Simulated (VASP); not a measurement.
# SrC2 (R-3m) in VASP: single point with LDA

Aim: the single point of SrC2 with LDA.

Program: VASP 6.6.1. These are calculated values, not measurements. Logs are shortened: lines on timing, memory, paths and dates and some standing lists are left out, and cuts for length are marked.

### Step 1. The structure

It takes space group R-3m (No. 166, trigonal). Conventional cell: a = 5.035 Å, b = 5.035 Å, c = 6.920 Å, α = 90.00°, β = 90.00°, γ = 120.00°. Around Sr (site symmetry -3m) lie 8 C at 2.83 to 2.95 Å. Around C (site symmetry 3m) lie 1 C at 1.27 Å.

The cell comes from a database or a generator and needn't be the stable form of this composition.

### Step 2. Single point, LDA

The input, INCAR:

```
SYSTEM = SrC2
PREC = Accurate
ENCUT = 520
EDIFF = 1E-6
ISMEAR = 0
SIGMA = 0.1
LREAL = .False.
LASPH = .True.
NELM = 100
ALGO = Normal
ISIF = 2
LWAVE = .False.
LCHARG = .False.
GGA = CA
NBANDS = 16
```

The input, KPOINTS:

```
regular mesh
0
Gamma
  6 6 6
  0 0 0
```

The input, POSCAR:

```
SrC2
1.0
    2.5173255999      1.4533786128      2.3066623887
   -2.5173255999      1.4533786128      2.3066623887
    0.0000000000     -2.9067572255      2.3066623887
Sr C
1 2
Direct
    0.0000000000      0.0000000000      0.0000000000
    0.5915580000      0.5915580000      0.5915580000
    0.4084420000      0.4084420000      0.4084420000
```

Potentials or basis: VASP PAW LDA potentials, release 64 (Sr_sv, C).

Started as:

```console
$ cat potpaw_LDA.64/Sr_sv/POTCAR potpaw_LDA.64/C/POTCAR > POTCAR
$ mpirun -np 1 vasp_std > vasp.out
```

OUTCAR:

```text
SYSTEM = SrC2
   PREC = Accurate
   ENCUT = 520
   EDIFF = 1E-6
   ISMEAR = 0
   LREAL = .False.
   LASPH = .True.
   NELM = 100
   ISIF = 2
   GGA = CA

 ion  position               nearest neighbor table
   1  0.000  0.000  0.000-   2 2.83   3 2.83   2 2.95   2 2.95   3 2.95   3 2.95   2 2.95   3 2.95
                             2 3.41   3 3.41   2 3.41   3 3.41   2 3.41   3 3.41
   2  0.592  0.592  0.592-   3 1.27   1 2.83   1 2.95   1 2.95   1 2.95   1 3.41   1 3.41   1 3.41

   3  0.408  0.408  0.408-   2 1.27   1 2.83   1 2.95   1 2.95   1 2.95   1 3.41   1 3.41   1 3.41

  LATTYP: Found a trigonal (rhomboedric) cell.
 ALAT       =     3.7107854887
 COS(alpha) =     0.0795990013

  Lattice vectors:

 A1 = (   2.5173255999,   1.4533786128,   2.3066623887)
 A2 = (  -2.5173255999,   1.4533786128,   2.3066623887)
 A3 = (   0.0000000000,  -2.9067572255,   2.3066623887)

Analysis of symmetry for initial positions (statically):
=====================================================================
 Subroutine PRICEL returns:
 Original cell was already a primitive cell.

 Routine SETGRP: Setting up the symmetry group for a
 trigonal (rhombohedral) supercell.

 Subroutine GETGRP returns: Found 12 space group operations
 (whereof 12 operations were pure point group operations)
 out of a pool of 12 trial point group operations.

The static configuration has the point symmetry D_3d.

Analysis of symmetry for dynamics (positions and initial velocities):
=====================================================================
 Subroutine PRICEL returns:
 Original cell was already a primitive cell.

 Routine SETGRP: Setting up the symmetry group for a
 trigonal (rhombohedral) supercell.

 Subroutine GETGRP returns: Found 12 space group operations
 (whereof 12 operations were pure point group operations)
 out of a pool of 12 trial point group operations.

The dynamic configuration has the point symmetry D_3d.

 Subroutine INISYM returns: Found 12 space group operations
 (whereof 12 operations are pure point group operations),
 and found     1 'primitive' translations

----------------------------------------------------------------------------------------

                                     Primitive cell

  volume of cell :      50.6353

  direct lattice vectors                    reciprocal lattice vectors
     2.517325600  1.453378613  2.306662389     0.198623492  0.114675326  0.144508939
    -2.517325600  1.453378613  2.306662389    -0.198623492  0.114675326  0.144508939
     0.000000000 -2.906757225  2.306662389     0.000000000 -0.229350653  0.144508939

  length of vectors
     3.710785489  3.710785489  3.710785489     0.271080348  0.271080348  0.271080348

  position of ions in fractional coordinates (direct lattice)
     0.000000000  0.000000000  0.000000000
     0.591558000  0.591558000  0.591558000
     0.408442000  0.408442000  0.408442000

  ion indices of the primitive-cell ions
   primitive index   ion index
                 1           1
                 2           2
                 3           3

----------------------------------------------------------------------------------------

 KPOINTS: regular mesh

Automatic generation of k-mesh.
 Grid dimensions read from file:
 generate k-points for:    6    6    6

 Generating k-lattice:

  Cartesian coordinates                     Fractional coordinates (reciprocal lattice)
     0.033103915  0.019112554  0.024084823     0.166666667  0.000000000  0.000000000
    -0.033103915  0.019112554  0.024084823     0.000000000  0.166666667  0.000000000
     0.000000000 -0.038225109  0.024084823    -0.000000000 -0.000000000  0.166666667

  Length of vectors
     0.045180058  0.045180058  0.045180058

  Shift w.r.t. Gamma in fractional coordinates (k-lattice)
     0.000000000  0.000000000  0.000000000

 Subroutine IBZKPT returns following result:
 ===========================================

 Found     32 irreducible k-points:

 Following reciprocal coordinates:
            Coordinates               Weight
  0.000000  0.000000  0.000000      1.000000
  0.166667 -0.000000 -0.000000      6.000000
  0.333333 -0.000000  0.000000      6.000000
  0.500000  0.000000 -0.000000      3.000000
  0.166667  0.166667  0.000000      6.000000
  0.333333  0.166667 -0.000000     12.000000
[... 16 lines left out ...]
  0.500000  0.500000  0.166667      6.000000
 -0.333333  0.500000  0.166667     12.000000
 [... further k-points ...]
   k-points           NKPTS =     32   k-points in BZ     NKDIM =     32   number of bands    NBANDS=     16
   number of dos      NEDOS =    301   number of ions     NIONS =      3
   total plane-waves  NPLWV =  21952
   dimension x,y,z NGX =    28 NGY =   28 NGZ =   28
   dimension x,y,z NGXF=    56 NGYF=   56 NGZF=   56
   ions per type =               1   2
   NGX,Y,Z   is equivalent  to a cutoff of  12.54, 12.54, 12.54 a.u.
   NGXF,Y,Z  is equivalent  to a cutoff of  25.09, 25.09, 25.09 a.u.
 SYSTEM =  SrC2
   PREC   = accura    normal or accurate (medium, high low for compatibility)
   ISTART =      0    job   : 0-new  1-cont  2-samecut
   ICHARG =      2    charge: 1-file 2-atom 10-const
   ISPIN  =      1    spin polarized calculation?
   LNONCOLLINEAR =      F non collinear calculations
   LSORBIT =      F    spin-orbit coupling
   LASPH  =      T    aspherical Exc in radial PAW
   ENCUT  =  520.0 eV  38.22 Ry    6.18 a.u.   6.90  6.90  6.90*2*pi/ulx,y,z
   NELM   =    100;   NELMIN=  2; NELMDL= -5     # of ELM steps
   EDIFF  = 0.1E-05   stopping-criterion for ELM
   LREAL  =      F    real-space projection
   EDIFFG = 0.1E-04   stopping-criterion for IOM
   NSW    =      0    number of steps for IOM
   IBRION =     -1    ionic relax: 0-MD 1-quasi-New 2-CG
   NFREE  =      0    steps in history (QN), initial steepest desc. (CG)
   ISIF   =      2    stress and relaxation
   ISYM   =      2    0-nonsym 1-usesym 2-fastsym
   POTIM  = 0.5000    time-step for ionic-motion
   TEBEG  =    0.0;   TEEND  =   0.0 temperature during run
   PSTRESS=    0.0 pullay stress
   NELECT =      18.0000    total number of electrons
   NUPDOWN=      -1.0000    fix difference up-down
   EMIN   =  10.00;   EMAX   =-10.00  energy-range for DOS
   EFERMI =   0.00;   METHOD = LEGACY
   ISMEAR =     0;   SIGMA  =   0.10  broadening in eV -4-tet -1-fermi 0-gaus
   EFERMI_NEDOS =   21; number of points for ismear=-14 and -15
   IALGO  =     38    algorithm
   IMIX   =      4    mixing-type and parameters
     AMIX     =   0.40;   BMIX     =  1.00
     AMIX_MAG =   1.60;   BMIX_MAG =  1.00
  volume/ion in A,a.u.               =      16.88       113.90
  Fermi-wavevector in a.u.,A,eV,Ry     =   1.159706  2.191526 18.298716  1.344918
  Thomas-Fermi vector in A             =   2.296296
   LORBIT       =      0    0 simple, 1 ext, 2 COOP (PROOUT), +10 PAW based schemes
   GGA     = CA    functional components
   LHFCALC =     F    Hartree Fock is set to
   AEXX    =    0.0000 exact exchange contribution
   IVDW    =     0    specifies the selected vdW correction
   LEPSILON=     F    determine dielectric tensor
   LRPA    =     F    only Hartree local field effects (RPA)
 non-spin polarized calculation
 Gauss-broadening in eV      SIGMA  =   0.10
  energy-cutoff  :      520.00
  volume of cell :       50.64
 maximum number of plane-waves:      1388
   NGX = 13   NGY = 13   NGZ = 13

 number of electron      17.9999999 magnetization

 Free energy of the ion-electron system (eV)
  ---------------------------------------------------
  ext. energy  EPLUGINS =         0.00000000
  ---------------------------------------------------
  free energy    TOTEN  =       -21.43871839 eV

  energy without entropy =      -21.43871839  energy(sigma->0) =      -21.43871839

 E-fermi :   2.2554     XC(G=0):  -9.9952

 val. band max:        1.7684534133   @ k =  -0.3333   0.5000   0.3333
 cond. band min:       3.3700863348   @ k =   0.0000   0.0000   0.0000
 fundamental gap:      1.6016329215
 Fermi energy:         2.2554088032

 k-point     1 :       0.0000    0.0000    0.0000
  band No.  band energies     occupation
      1     -32.0289      2.00000
      2     -14.0054      2.00000
      3     -14.0054      2.00000
      4     -13.9063      2.00000
      5     -10.8798      2.00000
      6      -0.7757      2.00000
[... 8 lines left out ...]
     15      10.2221      0.00000
     16      11.1708      0.00000

 k-point     2 :       0.1667   -0.0000   -0.0000
  band No.  band energies     occupation
      1     -32.0208      2.00000
      2     -14.1432      2.00000
      3     -13.9938      2.00000
      4     -13.9163      2.00000
      5     -10.7326      2.00000
      6      -1.4788      2.00000
[... 8 lines left out ...]
     15       9.9231      0.00000
     16      10.4751      0.00000

 k-point     3 :       0.3333   -0.0000    0.0000
  band No.  band energies     occupation
      1     -32.0044      2.00000
      2     -14.4257      2.00000
      3     -13.9704      2.00000
      4     -13.8978      2.00000
      5     -10.4543      2.00000
      6      -2.3757      2.00000
[... 8 lines left out ...]
     15       9.5159      0.00000
     16       9.9629      0.00000

 k-point     4 :       0.5000    0.0000   -0.0000
  band No.  band energies     occupation
      1     -31.9962      2.00000
      2     -14.5571      2.00000
      3     -13.9586      2.00000
      4     -13.8863      2.00000
      5     -10.3186      2.00000
      6      -2.7516      2.00000
[... 8 lines left out ...]
     15       9.2888      0.00000
     16       9.7749      0.00000

 k-point     5 :       0.1667    0.1667    0.0000
  band No.  band energies     occupation
      1     -32.0129      2.00000
      2     -14.1191      2.00000
      3     -14.0954      2.00000
      4     -13.9350      2.00000
      5     -10.6585      2.00000
      6      -1.8098      2.00000
[... 8 lines left out ...]
     15       9.4504      0.00000
     16      10.5243      0.00000

 k-point     6 :       0.3333    0.1667   -0.0000
  band No.  band energies     occupation
      1     -31.9968      2.00000
      2     -14.3768      2.00000
      3     -14.0615      2.00000
      4     -13.9156      2.00000
      5     -10.4666      2.00000
      6      -2.3169      2.00000
[... 8 lines left out ...]
     15       9.6380      0.00000
     16       9.9776      0.00000

 k-point     7 :       0.5000    0.1667   -0.0000
  band No.  band energies     occupation
      1     -31.9885      2.00000
      2     -14.5114      2.00000
      3     -14.0472      2.00000
      4     -13.9035      2.00000
      5     -10.3475      2.00000
      6      -2.5251      2.00000
[... 8 lines left out ...]
     15       9.6222      0.00000
     16       9.8887      0.00000

 k-point     8 :      -0.3333    0.1667   -0.0000
  band No.  band energies     occupation
      1     -31.9964      2.00000
      2     -14.4017      2.00000
      3     -14.0703      2.00000
      4     -13.9140      2.00000
      5     -10.4123      2.00000
      6      -2.0964      2.00000
[... 8 lines left out ...]
     15       9.5700      0.00000
     16       9.7108      0.00000

 k-point     9 :      -0.1667    0.1667    0.0000
  band No.  band energies     occupation
      1     -32.0125      2.00000
      2     -14.1851      2.00000
      3     -14.0678      2.00000
      4     -13.9309      2.00000
      5     -10.6031      2.00000
      6      -1.1755      2.00000
[... 8 lines left out ...]
     15       9.7719      0.00000
     16      10.3735      0.00000
[... 172 lines left out ...]
 k-point    19 :       0.3333    0.3333    0.1667
  band No.  band energies     occupation
      1     -31.9741      2.00000
      2     -14.2898      2.00000
      3     -14.2484      2.00000
      4     -14.0050      2.00000
      5     -10.4014      2.00000
      6      -2.2111      2.00000
[... 8 lines left out ...]
     15       9.8923      0.00000
     16      10.8429      0.00000

 k-point    20 :       0.5000    0.3333    0.1667
  band No.  band energies     occupation
      1     -31.9660      2.00000
      2     -14.3943      2.00000
      3     -14.2367      2.00000
      4     -13.9922      2.00000
      5     -10.3614      2.00000
      6      -2.2525      2.00000
[... 8 lines left out ...]
     15      10.4433      0.00000
     16      11.0081      0.00000

 k-point    21 :      -0.3333    0.3333    0.1667
  band No.  band energies     occupation
      1     -31.9733      2.00000
      2     -14.3238      2.00000
      3     -14.2514      2.00000
      4     -14.0063      2.00000
      5     -10.3700      2.00000
      6      -2.0335      2.00000
[... 8 lines left out ...]
     15       9.6219      0.00000
     16      10.6086      0.00000

 k-point    22 :      -0.1667    0.3333    0.1667
  band No.  band energies     occupation
      1     -31.9888      2.00000
      2     -14.3527      2.00000
      3     -14.0937      2.00000
      4     -14.0015      2.00000
      5     -10.4218      2.00000
      6      -2.1163      2.00000
[... 8 lines left out ...]
     15       9.3911      0.00000
     16       9.9538      0.00000

 k-point    23 :       0.5000    0.5000    0.1667
  band No.  band energies     occupation
      1     -31.9582      2.00000
      2     -14.3561      2.00000
      3     -14.3346      2.00000
      4     -13.9832      2.00000
      5     -10.3842      2.00000
      6      -2.3146      2.00000
[... 8 lines left out ...]
     15      11.0251      0.00000
     16      11.0349      0.00000

 k-point    24 :      -0.3333    0.5000    0.1667
  band No.  band energies     occupation
      1     -31.9656      2.00000
      2     -14.3817      2.00000
      3     -14.2504      2.00000
      4     -13.9983      2.00000
      5     -10.3847      2.00000
      6      -2.3015      2.00000
[... 8 lines left out ...]
     15       9.9716      0.00000
     16      10.7350      0.00000

 [... further k-points ...]
[... 5 lines left out ...]
  --------------------------------------------------------------------------------------
  -------------------------------------------------------------------------------------
  Total       -1.5350757     -1.5350757     -2.0098955      0.0000000     -0.0000000      0.0000000
  in kB      -48.5721063    -48.5721063    -63.5961193      0.0000000     -0.0000000      0.0000000
  external PRESSURE =     -53.5801106 kB  Pullay stress =       0.0000000 kB

 VOLUME and BASIS-vectors are now :
 -----------------------------------------------------------------------------
  energy-cutoff  :      520.00
  volume of cell :       50.64
      direct lattice vectors                 reciprocal lattice vectors
     2.517325600  1.453378613  2.306662389     0.198623492  0.114675326  0.144508939
    -2.517325600  1.453378613  2.306662389    -0.198623492  0.114675326  0.144508939
     0.000000000 -2.906757225  2.306662389     0.000000000 -0.229350653  0.144508939

 POSITION                                       TOTAL-FORCE (eV/Angst)
 -----------------------------------------------------------------------------------
      0.00000      0.00000      0.00000         0.000000      0.000000      0.000000
      0.00000      0.00000      4.09357         0.000000     -0.000000     -0.448535
      0.00000      0.00000      2.82641         0.000000      0.000000      0.448535
 -----------------------------------------------------------------------------------
    total drift:                               -0.000000      0.000000      0.000000

  FREE ENERGIE OF THE ION-ELECTRON SYSTEM (eV)
  ---------------------------------------------------
  free  energy   TOTEN  =       -21.4387183932 eV

  energy  without entropy=      -21.4387183932  energy(sigma->0) =      -21.43871839
```

It took 11 s on 1 thread of AMD EPYC 9R45 (Zen 5), shared host; peak memory 0.13 GiB.

What came out:

```yaml
Free_energy: -21.4387 eV
Pressure: -5.4 GPa
Largest_force: 0.449 eV/Å
Band_gap_on_the_k_mesh: 1.60 eV, indirect (least direct gap 2.43 eV)
```

Forces on the atoms (eV/Å):
```
Sr   0.000  0.000  0.000
C    0.000  0.000 -0.449
C    0.000  0.000  0.449
```

Stress tensor (GPa, compression positive):
```
-4.86  0.00  0.00
 0.00 -4.86  0.00
 0.00  0.00 -6.36
```
